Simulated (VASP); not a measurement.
# SnTe: structure and properties in VASP

Aim: relax SnTe, then compute properties on the relaxed cell. The steps: first try, full relaxation (PBE + D3(BJ)), density, ELF and potential (PBE + D3(BJ)), bands along the symmetry lines (PBE + D3(BJ)), total and projected DOS (PBE + D3(BJ)), zone-centre phonons (PBE + D3(BJ)), core levels (PBE + D3(BJ)) and band structure (PBE + D3(BJ) + SOC). The start is a cell from a database of measured crystal structures.

Calculated with VASP 6.6.1; PBE with D3(BJ); plane waves and PAW (Sn_d, Te), in the first sound run; inputs show where later runs differ.

The database entry behind the starting cell differs from later determinations by our own check (about 0.3 % short), so it need not match the best structure at ambient conditions.

## 1. The starting structure

Before any relaxation, the start is as follows. Symmetry: Fm-3m, No. 225, cubic system. Conventional cell: a = 6.302 Å, b = 6.302 Å, c = 6.302 Å, α = 90.00°, β = 90.00°, γ = 90.00°. Nearest to Sn lie 6 Te at 3.15 Å. Nearest to Te lie 6 Sn at 3.15 Å. Farther neighbours and most contacts between anions are not listed.

Structure file:

```cif
data_structure
_symmetry_space_group_name_H-M 'Fm-3m'
_symmetry_Int_Tables_number 225
_cell_length_a 6.3017
_cell_length_b 6.3017
_cell_length_c 6.3017
_cell_angle_alpha 90.000
_cell_angle_beta 90.000
_cell_angle_gamma 90.000
_cell_volume 250.25
loop_
_atom_site_label
_atom_site_type_symbol
_atom_site_symmetry_multiplicity
_atom_site_Wyckoff_symbol
_atom_site_fract_x
_atom_site_fract_y
_atom_site_fract_z
_atom_site_occupancy
Sn1 Sn 4 a 0.00000 0.00000 0.00000 1
Te1 Te 4 b 0.50000 0.00000 0.00000 1
```

## 2. First try

This run is made with a changed input; what comes of it follows.

INCAR reads:

```
SYSTEM = SnTe
PREC = Accurate
ENCUT = 400
EDIFF = 1E-06
NELM = 51
ISMEAR = 0
SIGMA = 0.05
LREAL = .FALSE.
ALGO = Normal
GGA = PE
IVDW = 12
NBANDS = 16
LORBIT = 11
LWAVE = .FALSE.
LCHARG = .FALSE.
KPAR = 2
IBRION = 2
NSW = 1
ISIF = 3
EDIFFG = -0.01
```

POSCAR reads:

```
SnTe
1.0
    0.0000000000      3.1508500000      3.1508500000
    3.1508500000      0.0000000000      3.1508500000
    3.1508500000      3.1508500000      0.0000000000
Sn Te
1 1
Direct
    0.0000000000      0.0000000000      0.0000000000
    0.5000000000      0.5000000000      0.5000000000
```

KPOINTS reads:

```
Automatic mesh
0
Gamma
7 7 7
0 0 0
```

PAW data sets: Sn_d and Te (PBE family, release 64).

Run with:

```
$ mpirun -np 2 vasp_std
```

The program printed:

```text
[banner, memory and clock lines left out]
running    2 mpi-ranks, on    1 nodes
 distrk:  each k-point on    1 cores,    2 groups
 distr:  one band on    1 cores,    1 groups

 POSCAR found type information on POSCAR SnTe
 POSCAR found :  2 types and       2 ions
 LDA part: xc-table for (Slater+PW92), standard interpolation
 POSCAR, INCAR and KPOINTS ok, starting setup
 FFT: planning ... GRIDC
 FFT: planning ... GRID_SOFT
 FFT: planning ... GRID
 WAVECAR not read
 entering main loop
       N       E                     dE             d eps       ncg     rms          rms(c)
DAV:   1     0.115607260763E+03    0.11561E+03   -0.83258E+03   640   0.119E+03
DAV:   2     0.180631665506E+01   -0.11380E+03   -0.11193E+03   712   0.318E+02
DAV:   3    -0.735716649494E+01   -0.91635E+01   -0.91466E+01   816   0.827E+01
DAV:   4    -0.758624320035E+01   -0.22908E+00   -0.22904E+00   784   0.146E+01
DAV:   5    -0.759578504316E+01   -0.95418E-02   -0.95417E-02   912   0.266E+00    0.476E+00
DAV:   6    -0.754548102784E+01    0.50304E-01   -0.12375E-01   848   0.239E+00    0.301E+00
DAV:   7    -0.754693213813E+01   -0.14511E-02   -0.50651E-02   760   0.117E+00    0.773E-01
DAV:   8    -0.754704303161E+01   -0.11089E-03   -0.72445E-03   816   0.690E-01    0.179E-01
DAV:   9    -0.754718219083E+01   -0.13916E-03   -0.57368E-04   880   0.234E-01    0.297E-02
DAV:  10    -0.754717181268E+01    0.10378E-04   -0.86439E-05   808   0.823E-02    0.174E-02
DAV:  11    -0.754717645835E+01   -0.46457E-05   -0.42157E-05   824   0.526E-02    0.295E-02
DAV:  12    -0.754717635613E+01    0.10222E-06   -0.27028E-06   752   0.119E-02
   1 F= -.83490097E+01 E0= -.83490097E+01  d E =-.834901E+01
 curvature:   0.00 expect dE= 0.000E+00 dE for cont linesearch  0.000E+00
 trial: gam= 0.00000 g(F)=  0.153E-60 g(S)=  0.174E-05 ort = 0.000E+00 (trialstep = 0.100E+01)
 search vector abs. value=  0.174E-05
 reached required accuracy - stopping structural energy minimisation
```

The job ended after 4 s (2 MPI ranks of Intel Xeon 6975P-C (Granite Rapids), shared host; peak memory 0.32 GiB).

The logs omit lines about the potential files and the build; timing stands in the text.

Parts of OUTCAR (step 2):

```text
ion  position               nearest neighbor table
   1  0.000  0.000  0.000-   2 3.15   2 3.15   2 3.15   2 3.15   2 3.15   2 3.15
   2  0.500  0.500  0.500-   1 3.15   1 3.15   1 3.15   1 3.15   1 3.15   1 3.15

  LATTYP: Found a face centered cubic cell.
 ALAT       =     6.3017000000

 Subroutine GETGRP returns: Found 48 space group operations
 (whereof 48 operations were pure point group operations)

The static configuration has the point symmetry O_h .

 Found     20 irreducible k-points:

   k-points           NKPTS =     20   k-points in BZ     NKDIM =     20   number of bands    NBANDS=     16

   dimension x,y,z NGX =    30 NGY =   30 NGZ =   30
   dimension x,y,z NGXF=    60 NGYF=   60 NGZF=   60

   ENCUT  =  400.0 eV  29.40 Ry    5.42 a.u.   7.27  7.27  7.27*2*pi/ulx,y,z

   NELECT =      20.0000    total number of electrons

 k-points in reciprocal lattice and weights: Automatic mesh
   0.00000000  0.00000000  0.00000000       0.003
   0.14285714  0.00000000  0.00000000       0.023
   0.28571429  0.00000000  0.00000000       0.023
   0.42857143  0.00000000  0.00000000       0.023
   0.14285714  0.14285714  0.00000000       0.017
   0.28571429  0.14285714  0.00000000       0.070
   0.42857143  0.14285714  0.00000000       0.070
  -0.42857143  0.14285714  0.00000000       0.070
  -0.28571429  0.14285714  0.00000000       0.070
[...]
-0.42857143  0.42857143  0.14285714       0.070
  -0.28571429  0.42857143  0.14285714       0.070

 average (electrostatic) potential at core
       1-100.5838       2 -87.8161

 E-fermi :   6.9535

 k-point     1 :       0.0000    0.0000    0.0000
  band No.  band energies     occupation
    ...
      6      -5.8511      2.00000
      7       2.2784      2.00000
      8       4.8090      2.00000
      9       4.8090      2.00000
     10       4.8090      2.00000
     11      10.3074      0.00000
     12      10.3074      0.00000
     13      10.3074      0.00000
     14      11.7062      0.00000
     15      11.7062      0.00000
    ...

 k-point     2 :       0.1429    0.0000    0.0000
  band No.  band energies     occupation
    ...
      6      -5.6801      2.00000
      7       1.3941      2.00000
      8       4.8397      2.00000
      9       4.8397      2.00000
     10       5.4181      2.00000
     11       9.4701      0.00000
     12       9.4701      0.00000
     13       9.5101      0.00000
     14      11.6656      0.00000
     15      12.1220      0.00000
    ...

 k-point     3 :       0.2857    0.0000    0.0000
  band No.  band energies     occupation
    ...
      6      -5.2115      2.00000
      7      -0.0771      2.00000
      8       4.9516      2.00000
      9       4.9516      2.00000
     10       6.1658      2.00000
     11       8.2438      0.00000
     12       8.2438      0.00000
     13       8.3148      0.00000
     14      12.3583      0.00000
     15      13.2639      0.00000
    ...

 Edisp (eV)   -0.80183

  Total       0.00490     0.00490     0.00490     0.00000     0.00000     0.00000
  in kB       0.12561     0.12561     0.12561     0.00000     0.00000     0.00000
  external pressure =        0.13 kB  Pullay stress =        0.00 kB

  energy-cutoff  :      400.00
  volume of cell :       62.56
      direct lattice vectors                 reciprocal lattice vectors
     0.000000000  3.150850000  3.150850000    -0.158687338  0.158687338  0.158687338
     3.150850000  0.000000000  3.150850000     0.158687338 -0.158687338  0.158687338
     3.150850000  3.150850000  0.000000000     0.158687338  0.158687338 -0.158687338

 POSITION                                       TOTAL-FORCE (eV/Angst)
 -----------------------------------------------------------------------------------
      0.00000      0.00000      0.00000        -0.000000     -0.000000      0.000000
      3.15085      3.15085      3.15085         0.000000      0.000000     -0.000000
 -----------------------------------------------------------------------------------
    total drift:                               -0.000000      0.000000      0.000000

  FREE ENERGIE OF THE ION-ELECTRON SYSTEM (eV)
  ---------------------------------------------------
  free  energy   TOTEN  =        -8.3490096521 eV

  energy  without entropy=       -8.3490096521  energy(sigma->0) =       -8.34900965

 reached required accuracy - stopping structural energy minimisation

 total charge
# of ion       s       p       d       tot
------------------------------------------
    1        1.368   0.739   9.985  12.091
    2        1.385   1.966   0.030   3.381
--------------------------------------------------
tot          2.752   2.705  10.015  15.472

[... 3 further parts left out ...]
```

The run converged. In volume (within 0.3 %) and energy (within 2 meV an atom) it ends like the sound relaxation.

Settings moved from the usual: NELM = 51 and NSW = 1.

## 3. Full relaxation (PBE + D3(BJ))

Properties are meant for the cell that this level of theory prefers, so cell and atoms are relaxed first (ISIF = 3) until forces and stress are small; EDIFFG sets the threshold.

INCAR, as its differences from that of step 2:

```diff
@@ -4,3 +4,3 @@
 EDIFF = 1E-06
-NELM = 51
+NELM = 100
 ISMEAR = 0
@@ -17,3 +17,3 @@
 IBRION = 2
-NSW = 1
+NSW = 60
 ISIF = 3
```

POSCAR is that of step 2.

KPOINTS is that of step 2.

Run with:

```
$ mpirun -np 2 vasp_std
```

The program printed:

```text
[... set-up lines as in an earlier step ...]
 entering main loop
       N       E                     dE             d eps       ncg     rms          rms(c)
[... 12 cycles as in an earlier step ...]
   1 F= -.83490097E+01 E0= -.83490097E+01  d E =-.834901E+01
 curvature:   0.00 expect dE= 0.000E+00 dE for cont linesearch  0.000E+00
 trial: gam= 0.00000 g(F)=  0.153E-60 g(S)=  0.174E-05 ort = 0.000E+00 (trialstep = 0.100E+01)
 search vector abs. value=  0.174E-05
 reached required accuracy - stopping structural energy minimisation
```

Wall time 4 s (2 MPI ranks); peak memory 0.33 GiB.

OUTCAR, selected parts (step 3):

```text
The static configuration has the point symmetry O_h .

 Found     20 irreducible k-points:

   NELECT =      20.0000    total number of electrons

 E-fermi :   6.9535

 Edisp (eV)   -0.80183

[... 21 parts as in an earlier step ...]
```

CONTCAR:

```
SnTe
   1.00000000000000
     0.0000000000000000    3.1508500000000002    3.1508500000000002
     3.1508500000000002    0.0000000000000000    3.1508500000000002
     3.1508500000000002    3.1508500000000002    0.0000000000000000
  Sn              Te
     1     1
Direct
     0.0000000000000000    0.0000000000000000    0.0000000000000000
     0.5000000000000000    0.5000000000000000    0.5000000000000000
```

The gap is read on the k-mesh alone, so it is an upper bound where the band edges lie off the mesh, and a coarse mesh can show a gap where there is none. The run keeps the 48 symmetry operations of its start, so it cannot find a distortion of lower symmetry.

Little changed from the start: no atom moved by 0.005 Å and no cell edge by 0.1 %.

This step gave:

| Property | Result |
| --- | --- |
| electrons | 20 |
| bands | 16 |
| irreducible k-points | 20 |
| symmetry operations | 48 |
| free energy (TOTEN) | -8.349 eV |
| Fermi energy | 6.954 eV |
| pressure | 0.01256 GPa |
| metallic, judged on the points sampled | no |
| valence top at k | 0.4286, 0, 0 |
| conduction bottom at k | 0.4286, 0, 0 |
| least direct gap at k | 0.4286, 0, 0 |
| SCF cycles over all ionic steps | 12 |
| gap on the k-mesh | 0.6617 eV |
| least direct gap on the k-mesh | 0.6617 eV |

It ends with forces that vanish by symmetry and a pressure of 0.01 GPa. The volume lies +0.0 % from that of the database's start.

## 4. Density, ELF and potential (PBE + D3(BJ))

The relaxed cell gets a fresh self-consistent run, on a basis set for its own volume, to fix the density and to check the remaining stress.

INCAR, as its differences from that of step 3:

```diff
@@ -14,7 +14,5 @@
 LWAVE = .FALSE.
-LCHARG = .FALSE.
-KPAR = 2
-IBRION = 2
-NSW = 60
-ISIF = 3
-EDIFFG = -0.01
+LCHARG = .TRUE.
+ISIF = 2
+LELF = .TRUE.
+LVHAR = .TRUE.
```

POSCAR is that of step 3.

KPOINTS is that of step 3.

Run with:

```
$ mpirun -np 2 vasp_std
```

The program printed:

```text
[banner, memory and clock lines left out]
running    2 mpi-ranks, on    1 nodes
 distrk:  each k-point on    2 cores,    1 groups
 distr:  one band on    1 cores,    2 groups

 POSCAR found type information on POSCAR SnTe
 POSCAR found :  2 types and       2 ions
 LDA part: xc-table for (Slater+PW92), standard interpolation
 POSCAR, INCAR and KPOINTS ok, starting setup
 FFT: planning ... GRIDC
 FFT: planning ... GRID_SOFT
 FFT: planning ... GRID
 WAVECAR not read
 entering main loop
       N       E                     dE             d eps       ncg     rms          rms(c)
[... 1 cycle as in an earlier step ...]
DAV:   2     0.180631665509E+01   -0.11380E+03   -0.11193E+03   712   0.318E+02
DAV:   3    -0.735716649498E+01   -0.91635E+01   -0.91466E+01   816   0.827E+01
DAV:   4    -0.758624320039E+01   -0.22908E+00   -0.22904E+00   784   0.146E+01
DAV:   5    -0.759578504325E+01   -0.95418E-02   -0.95417E-02   912   0.266E+00    0.476E+00
DAV:   6    -0.754548102805E+01    0.50304E-01   -0.12375E-01   848   0.239E+00    0.301E+00
DAV:   7    -0.754693213816E+01   -0.14511E-02   -0.50651E-02   760   0.117E+00    0.773E-01
DAV:   8    -0.754704303173E+01   -0.11089E-03   -0.72445E-03   816   0.690E-01    0.179E-01
DAV:   9    -0.754718219091E+01   -0.13916E-03   -0.57368E-04   880   0.234E-01    0.297E-02
DAV:  10    -0.754717181273E+01    0.10378E-04   -0.86439E-05   808   0.823E-02    0.174E-02
DAV:  11    -0.754717645833E+01   -0.46456E-05   -0.42157E-05   824   0.526E-02    0.295E-02
DAV:  12    -0.754717635608E+01    0.10225E-06   -0.27028E-06   752   0.119E-02
   1 F= -.83490097E+01 E0= -.83490097E+01  d E =-.705433E-13
```

Elapsed: 4.2 s, on 2 MPI ranks; peak memory 0.28 GiB.

From OUTCAR (step 4):

```text
The static configuration has the point symmetry O_h .

 Found     20 irreducible k-points:

   NELECT =      20.0000    total number of electrons

 E-fermi :   6.9535

 Edisp (eV)   -0.80183

  Total       0.00490     0.00490     0.00490    -0.00000    -0.00000     0.00000
  in kB       0.12561     0.12561     0.12561    -0.00000    -0.00000     0.00000
  external pressure =        0.13 kB  Pullay stress =        0.00 kB

 POSITION                                       TOTAL-FORCE (eV/Angst)
 -----------------------------------------------------------------------------------
      0.00000      0.00000      0.00000        -0.000000      0.000000      0.000000
      3.15085      3.15085      3.15085         0.000000     -0.000000     -0.000000
 -----------------------------------------------------------------------------------
    total drift:                               -0.000000      0.000000      0.000000

[... 18 parts as in an earlier step ...]
```

Numbers from this step:

```yaml
scf_cycles: 12
```

Valence electrons inside each PAW sphere by angular momentum. Sphere charges, by row:

```
atom  s (e)  p (e)  d (e)  tot (e)
 Sn1  1.368  0.739  9.985    12.09
 Te2  1.385  1.966   0.03    3.381
```

ELF in the ac plane of the conventional cell at fractional y = 0.000, with atoms of Sn and Te within 0.2 Å of it. It is the smooth field of the valence electrons, not physical close to the nuclei.

Ten even steps from '0' (0.09) to '9' (0.84), each cell a mean:
```
114347997789963431
234336999999843343
443214799998621234
332001467875200133
653100134442000246
987410233332102689
999732344443225899
899853431124347998
689963421314348997
789963431114347997
999843343234336999
998621234443214799
875200133332001467
442000246653100134
332102689987410233
443225899999732344
124347998899853431
314348997689963421
```
Columns run along a (6.3 Å), rows up along c (6.3 Å), edges of the conventional cell, whose origin can differ from the input's. Atoms in or near the plane, at fractional coordinates: Sn at (0.00, 0.00), Sn at (0.50, 0.50), Te at (0.50, 0.00), Te at (0.00, 0.50).

Electrostatic potential energy in the ac plane of the conventional cell at fractional y = 0.000, with atoms of Sn and Te within 0.2 Å of it. With pseudopotentials it is smooth inside the atoms' cores, unlike the true potential.

Values in eV, 10 rows by 16 columns, each cell a mean:
```
-85 -61 -20  -2  -1  -9 -47 -81 -86 -65 -21  -2  -1  -8 -43 -79
-18 -10  -2   1   2   0  -6 -17 -20 -11  -2   1   2   0  -6 -16
 -2  -1   1   2   2   2   0  -1  -2  -1   1   2   3   2   0  -1
-37 -22  -5   1   1  -2 -13 -30 -34 -20  -5   0   1  -2 -13 -32
-94 -75 -27  -3  -1 -11 -52 -89 -94 -72 -25  -2  -1 -11 -56 -90
-86 -65 -21  -2  -1  -8 -43 -79 -85 -61 -20  -2  -1  -9 -47 -81
-20 -11  -2   1   2   0  -6 -16 -18 -10  -2   1   2   0  -6 -17
 -2  -1   1   2   3   2   0  -1  -2  -1   1   2   2   2   0  -1
-34 -20  -5   0   1  -2 -13 -32 -37 -22  -5   1   1  -2 -13 -30
-94 -72 -25  -2  -1 -11 -56 -90 -94 -75 -27  -3  -1 -11 -52 -89
```
Columns run along a (6.3 Å; values clipped at the 3rd and 97th percentile), rows up along c (6.3 Å), edges of the conventional cell, whose origin can differ from the input's. Atoms in or near the plane, at fractional coordinates: Sn at (0.00, 0.00), Sn at (0.50, 0.50), Te at (0.50, 0.00), Te at (0.00, 0.50).

Valence density in the ac plane of the conventional cell at fractional y = 0.000, with atoms of Sn and Te within 0.2 Å of it. It is the smooth field of the valence electrons, not physical close to the nuclei.

Ten steps, logarithmic in the rise over the least value, from '0' (0 e/Å³) to '9' (11 e/Å³), each cell a mean:
```
985434443234433479
764333444444433457
443333344444333344
333333334433333333
333333333333333333
443333334433333344
444333345654333444
344433468875333443
034433479986434442
234433479985434443
444433457764333444
444333344443333344
433333333333333334
333333333333333333
433333344443333334
654333444444333345
875333443344433468
986434442034433479
```
Columns run along a (6.3 Å), rows up along c (6.3 Å), edges of the conventional cell, whose origin can differ from the input's. Atoms in or near the plane, at fractional coordinates: Sn at (0.00, 0.00), Sn at (0.50, 0.50), Te at (0.50, 0.00), Te at (0.00, 0.50).

In this run the pressure is 0.01 GPa, small enough to go on; single stress components reach 0.01 GPa.

[end of part 1 of 4]

[Lines on the potential files, build, host, timing and source positions are cut from VASP's logs without a mark.]

[Logs are printed without paths, hosts, clocks, repeated set-up lines and the standing remarks that a program may print on its own settings, such as how far it seeks lower states.]

[Hosts, paths, dates, database ids (printed as entryN), source tags and the programs' standing remarks are cut or masked in the printed files.]

[A measured line is paired with the nearest computed mode of its activity, which favours agreement.]

[In band tables of VASP the shares of atoms and orbitals are scaled to a sum of 1 inside the atoms' spheres.]
